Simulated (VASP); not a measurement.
Energy against volume of Zn (hcp). All values below come from vdW-DF-cx, VASP's PBE PAW potentials (set 64) (plane waves; VASP 6.6.1). Numerical set-up: 520 eV cut-off, 16×16×8 Γ-centred mesh, first-order Methfessel-Paxton smearing of 0.10 eV, potentials Zn.

Shape and ions are relaxed at each volume.

```
V (Å³/atom)  E (eV/atom)
-----------  -----------
13.420           1.81910
13.849           1.80444
14.277           1.79830
14.705           1.79943
```

**Question.** Fit these four points and predict the energy of the run at 15.133 Å³/atom.

**Answer.** A cubic in V^(−2/3), the third-order Birch-Murnaghan form, passes through the four points with V0 = 14.42 Å³/atom and B0 = 87 GPa, and gives 1.8068 eV/atom there. The run gave 1.8066 eV/atom, -0.2 meV/atom from the fit; all five points give B0 = 85 GPa.

The compound is Zn in the hcp structure. It was relaxed first.
